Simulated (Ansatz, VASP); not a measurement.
## MgCd3Se4: VASP beside Ansatz

```
Mg Cd Se
1.0
     4.35398    0.00000    0.00000
     0.00000    4.35398    0.00000
     0.00000    0.00000   12.23775
Mg Cd Se
1 3 4
Direct
  0.50000 0.50000 0.50000
  0.00000 0.00000 0.74486
  0.50000 0.50000 0.00000
  0.00000 0.00000 0.25514
  0.50000 0.00000 0.12753
  0.00000 0.50000 0.38319
  0.50000 0.00000 0.61681
  0.00000 0.50000 0.87247
```

Alike in both runs: functional PBE; k mesh 6 × 6 × 4; occupations gaussian, width 0.02 eV; no spin polarisation.

Ansatz relaxed the structure, and its values are those at the end. VASP's run is a single point on that final structure, the one shown.

```csv
,VASP,Ansatz
version,VASP 6.6.1,Ansatz 0.2.0
potentials or method,"VASP PAW PBE potentials, release 64 (Mg, Cd, Se)","scalar-relativistic, plane waves, PAW"
plane-wave cutoff (eV),520,420
valence electrons in the cell,62,134
```

|  | VASP | Ansatz | Ansatz less VASP |
| --- | --- | --- | --- |
| gap on the k mesh at the Fermi level (eV) | 0.92 | 0.92 | +0.001 |
| least direct gap on the mesh (eV) | 0.92 | 0.92 | +0.001 |
| pressure (GPa) | 0.2 | 0.0 | -0.18 |
| rms of the force components (eV/Å) | 0.010 | 0.000 | -0.0093 |

With one functional, cell and mesh, what is left measures potentials, basis and numerics. The two sets of potentials don't hold the same shells in valence.

A k mesh can miss the band edges. A hybrid or GW would open this gap; PBE tends to underestimate it.
